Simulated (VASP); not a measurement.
Crystal: BaTiO3.

```xyz
5
Lattice="3.9900 0.0000 0.0000 0.0000 3.9900 0.0000 0.0000 0.0000 3.9900" Properties=species:S:1:pos:R:3 pbc="T T T"
Ba    0.0000    0.0000    0.0000
Ti    1.9950    1.9950    1.9950
O     1.9950    1.9950    0.0000
O     0.0000    1.9950    1.9950
O     1.9950    0.0000    1.9950
```

The cell was built by a generator and needn't be a form met in nature.

```yaml
Program: VASP 6.6.1
Task: relaxation of cell and atoms
Functional: LDA
Potentials_or_basis: VASP PAW LDA potentials, release 64 (Ba_sv, Ti_sv, O)
Cutoff: 600 eV
k_mesh: 8 × 8 × 8
Occupations: gaussian, width 0.02 eV
Spin: no spin polarisation
```

At the start: pressure -5.4 GPa; volume 12.70 Å³/atom.

Task: How do energy, volume and symmetry change on relaxing?

Result: Over 5 steps the energy falls by 8.5 meV/atom and the volume is 12.33 Å³/atom (-3.0 %); space group Pm-3m (No. 221, to 0.05 Å).

Step by step:
```
step  energy change (eV)  largest force (eV/Å)  pressure (GPa)  volume (Å³)
   1              0.0000                0.0000           -5.38        63.52
   2             -0.0031                0.0000            6.72        59.68
   3             -0.0420                0.0000            0.77        61.44
   4             -0.0423                0.0000           -0.22        61.69
   5             -0.0423                0.0000           -0.03        61.64
```

Final structure:
```
CELL_PARAMETERS angstrom
3.95015 0.00000 0.00000
0.00000 3.95015 0.00000
0.00000 0.00000 3.95015
ATOMIC_POSITIONS crystal
Ba 0.00000 0.00000 0.00000
Ti 0.50000 0.50000 0.50000
O 0.50000 0.50000 0.00000
O 0.00000 0.50000 0.50000
O 0.50000 0.00000 0.50000
```
